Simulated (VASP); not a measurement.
These are AM05 GGA, VASP's PBE PAW potentials (set 64) (plane waves; VASP 6.6.1) values and carry that method's errors.

Input for VASP

### POSCAR
```
CoGa
2.8366450
  0.9999999988   0.0000000000   0.0000000000
  0.0000000000   0.9999999988   0.0000000000
  0.0000000000   0.0000000000   0.9999999988
Ga Co
1 1
Cartesian
  0.4999999994   0.4999999994   0.4999999994
  0.0000000000   0.0000000000   0.0000000000
```

KPOINTS:
```
kpoints
0
gamma
 14 14 14
```

### INCAR
```
ALGO  =  Normal
EDIFF  =  1E-7
ENCUT  =  520
GGA  =  AM
ISIF  =  2
ISMEAR  =  -5
LASPH  =  .TRUE.
LCHARG  =  .TRUE.
LMAXMIX  =  4
LORBIT  =  11
LREAL  =  .FALSE.
LWAVE  =  .FALSE.
NEDOS  =  601
NELM  =  100
PREC  =  Accurate
SYSTEM  =  CoGa
```

POTCAR, in this order: Ga_d Co (PBE.64 set). Program: vasp_std.

What VASP printed:

File OSZICAR:
```
       N       E                     dE             d eps       ncg     rms          rms(c)
DAV:   1     0.982706297963E+02    0.98271E+02   -0.10902E+04  3824   0.266E+03
DAV:   2    -0.754708063737E+01   -0.10582E+03   -0.10377E+03  3698   0.359E+02
DAV:   3    -0.124353564366E+02   -0.48883E+01   -0.48726E+01  4153   0.823E+01
DAV:   4    -0.125099500348E+02   -0.74594E-01   -0.74528E-01  4960   0.955E+00
DAV:   5    -0.125117897107E+02   -0.18397E-02   -0.18420E-02  4420   0.127E+00    0.106E+01
DAV:   6    -0.134824597582E+02   -0.97067E+00   -0.25112E+01  4123   0.682E+01    0.115E+01
DAV:   7    -0.113675937976E+02    0.21149E+01   -0.99241E+00  3748   0.506E+01    0.190E+00
DAV:   8    -0.113449022143E+02    0.22692E-01   -0.27914E-01  4244   0.600E+00    0.668E-01
DAV:   9    -0.113376515611E+02    0.72507E-02   -0.22057E-02  4943   0.236E+00    0.146E-01
DAV:  10    -0.113372520278E+02    0.39953E-03   -0.71947E-04  4964   0.404E-01    0.738E-02
DAV:  11    -0.113372171585E+02    0.34869E-04   -0.11243E-04  5118   0.187E-01    0.132E-02
DAV:  12    -0.113372177003E+02   -0.54183E-06   -0.50491E-06  5239   0.392E-02    0.257E-03
DAV:  13    -0.113372181314E+02   -0.43108E-06   -0.33083E-07  3598   0.897E-03    0.750E-04
DAV:  14    -0.113372179569E+02    0.17445E-06   -0.39807E-08  2157   0.334E-03    0.376E-04
DAV:  15    -0.113372179645E+02   -0.75984E-08   -0.72008E-09  2003   0.982E-04
   1 F= -.11337218E+02 E0= -.11337218E+02  d E =0.000000E+00
```

OUTCAR:
```
------------------------ aborting loop because EDIFF is reached ----------------------------------------
  FORCE on cell =-STRESS in cart. coord.  units (eV):
  Direction    XX          YY          ZZ          XY          YZ          ZX
  --------------------------------------------------------------------------------------
  Total        0.0018674      0.0018674      0.0018674      0.0000000     -0.0000000      0.0000000
  in kB        0.1310784      0.1310784      0.1310784      0.0000000     -0.0000000      0.0000000
  external PRESSURE =       0.1310784 kB  Pullay stress =       0.0000000 kB
  volume of cell :       22.83
      direct lattice vectors                 reciprocal lattice vectors
     2.836644997  0.000000000  0.000000000     0.352529133  0.000000000  0.000000000
     0.000000000  2.836644997  0.000000000     0.000000000  0.352529133  0.000000000
     0.000000000  0.000000000  2.836644997     0.000000000  0.000000000  0.352529133
 POSITION                                       TOTAL-FORCE (eV/Angst)
 -----------------------------------------------------------------------------------
      1.41832      1.41832      1.41832         0.000000      0.000000      0.000000
      0.00000      0.00000      0.00000         0.000000      0.000000      0.000000
 -----------------------------------------------------------------------------------
    total drift:                                0.000000      0.000000     -0.000000
  FREE ENERGIE OF THE ION-ELECTRON SYSTEM (eV)
  ---------------------------------------------------
  free  energy   TOTEN  =       -11.3372179645 eV

  energy  without entropy=      -11.3372179645  energy(sigma->0) =      -11.33721796

 total charge

# of ion       s       p       d       tot
------------------------------------------
    1        0.850   0.932  10.070  11.852
    2        0.401   0.490   7.541   8.432
--------------------------------------------------
tot          1.251   1.422  17.611  20.284
```
(Selected blocks of OUTCAR.)

For a metal the tetrahedron method with Blöchl corrections gives inexact stress and forces.

The compound is CoGa in the CsCl type structure. It was relaxed first. The run is not spin-polarised, so no magnetic state was tried.
